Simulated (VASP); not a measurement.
Given:

```
CELL_PARAMETERS angstrom
      0.00000     2.66236     2.66236
      2.66236     0.00000     2.66236
      2.66236     2.66236     0.00000
ATOMIC_POSITIONS crystal
  Ce 0.00000 0.00000 0.00000
  O  0.25000 0.25000 0.25000
  O  0.75000 0.75000 0.75000
```

Computed with optB86b-vdW, VASP's PBE PAW potentials (set 64) (plane waves; VASP 6.6.1). Run with 520 eV cut-off, 7×7×7 Γ-centred mesh, Gaussian smearing of 0.050 eV, potentials Ce O.

Task: Estimate the energy per atom (σ→0), pressure.

Result: 
| Item | Value |
|---|---|
| energy per atom (σ→0) | -6.844 eV/atom |
| pressure | 13.07 GPa |

Total energies compare only between runs with the same potentials, cut-off and functional.

The compound is CeO2 in the fluorite structure. This cell is one point of a volume scan, at 0.94 of the reference volume. The run is not spin-polarised, so no magnetic state was tried.
